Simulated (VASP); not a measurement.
Level of theory: PBEsol GGA, VASP's PBE PAW potentials (set 64) (plane waves; VASP 6.6.1).

A VASP calculation is set up with these files.

POSCAR:
```
BaGaGeH
1
    4.3297887029     0.0000000000     0.0000000000
   -2.1648943515     3.7497071462    -0.0000000000
    0.0000000000    -0.0000000000     5.0475041722
Ba Ga Ge H
1 1 1 1
Direct
  0.3333330000   0.6666670000   0.0007842918
  0.0000000000   0.0000000000   0.5441049567
  0.6666670000   0.3333330000   0.4489753186
  0.0000000000   0.0000000000   0.8860254330
```

**KPOINTS**
```
k-points along high-symmetry lines
10
Line-mode
Reciprocal
  0.000000   0.000000   0.000000 ! GAMMA
  0.500000   0.000000   0.000000 ! M

  0.500000   0.000000   0.000000 ! M
  0.333333   0.333333   0.000000 ! K

  0.333333   0.333333   0.000000 ! K
  0.000000   0.000000   0.000000 ! GAMMA

  0.000000   0.000000   0.000000 ! GAMMA
  0.000000   0.000000   0.500000 ! A

  0.000000   0.000000   0.500000 ! A
  0.500000   0.000000   0.500000 ! L

  0.500000   0.000000   0.500000 ! L
  0.333333   0.333333   0.500000 ! H

  0.333333   0.333333   0.500000 ! H
  0.000000   0.000000   0.500000 ! A

  0.500000   0.000000   0.500000 ! L
  0.500000   0.000000   0.000000 ! M

  0.333333   0.333333   0.500000 ! H
  0.333333   0.333333   0.000000 ! K
```

**INCAR**
```
SYSTEM = BaGaGeH
PREC = Accurate; ENCUT = 400; LREAL = .False.
LASPH = .True.; ICHARG = 11
EDIFF = 1E-7; NELM = 100; ALGO = Normal
LMAXMIX = 4
ISMEAR = 0; SIGMA = 0.05
GGA = PS
LWAVE = .False.; LCHARG = .False.; LORBIT = 11
```

POTCAR, in this order: Ba_sv Ga_d Ge_d H (PBE.64 set). Program: vasp_std. Read from the step before: CHGCAR.

The run wrote:

OSZICAR:
```
       N       E                     dE             d eps       ncg     rms          rms(c)
DAV:   1     0.287717805667E+03    0.28772E+03   -0.16750E+04  4441   0.272E+03
DAV:   2     0.257997218055E+02   -0.26192E+03   -0.25712E+03  4504   0.582E+02
DAV:   3    -0.127494950915E+02   -0.38549E+02   -0.38212E+02  4924   0.161E+02
DAV:   4    -0.149372778813E+02   -0.21878E+01   -0.21867E+01  6967   0.366E+01
DAV:   5    -0.149653526672E+02   -0.28075E-01   -0.28073E-01  5235   0.361E+00
DAV:   6    -0.149662572730E+02   -0.90461E-03   -0.90459E-03  6361   0.516E-01
DAV:   7    -0.149662710154E+02   -0.13742E-04   -0.13742E-04  5304   0.637E-02
DAV:   8    -0.149662715832E+02   -0.56778E-06   -0.56727E-06  6300   0.107E-02
DAV:   9    -0.149662715910E+02   -0.78435E-08   -0.77679E-08  4291   0.144E-03
   1 F= -.14966272E+02 E0= -.14966269E+02  d E =-.494930E-05
```

### OUTCAR
```
 val. band max:        3.7964294439   @ k =   0.0556   0.0000   0.5000

 cond. band min:       4.0304378797   @ k =   0.0000   0.0000   0.5000



 k-point     1 :       0.0000    0.0000    0.0000
  band No.  band energies     occupation
      1     -23.6059      2.00000
      2     -19.9636      2.00000
      3     -19.9636      2.00000
      4     -19.9033      2.00000
      5     -19.9033      2.00000
      6     -19.8908      2.00000
      7     -11.0175      2.00000
      8     -10.9592      2.00000
      9     -10.9592      2.00000
     10     -10.9163      2.00000
     11     -10.9163      2.00000
     12      -9.0379      2.00000
     13      -8.6137      2.00000
     14      -8.6137      2.00000
     15      -6.2755      2.00000
     16      -0.6545      2.00000
     17       2.6555      2.00000
     18       3.0489      2.00000
     19       3.0489      2.00000
     20       4.1088      0.00000
     21       7.2463      0.00000
     22       7.2463      0.00000
     23       7.9059      0.00000

 k-point     2 :       0.0556    0.0000    0.0000
  band No.  band energies     occupation
      1     -23.6043      2.00000
      2     -19.9636      2.00000
      3     -19.9635      2.00000
      4     -19.9033      2.00000
      5     -19.9033      2.00000
      6     -19.8908      2.00000
      7     -11.0172      2.00000
      8     -10.9597      2.00000
      9     -10.9585      2.00000
     10     -10.9169      2.00000
     11     -10.9163      2.00000
     12      -9.0326      2.00000
     13      -8.6461      2.00000
     14      -8.6183      2.00000
     15      -6.2280      2.00000
     16      -0.6914      2.00000
     17       2.5191      2.00000
     18       2.9337      2.00000
     19       3.0275      2.00000
     20       4.4136      0.00000
     21       6.9268      0.00000
     22       7.1828      0.00000
     23       7.6362      0.00000

 k-point     3 :       0.1111    0.0000    0.0000
  band No.  band energies     occupation
...
```

The density is held fixed in this step, so its total energy and stress have no physical meaning. Unless said otherwise, spin-orbit coupling is left out, though it shifts the bands of the heavy elements here.

The structure comes from a computed database's BaGaGeH entry (P3m1); how it stands against other phases isn't given here. It was relaxed first, which changed the volume by -6 %.
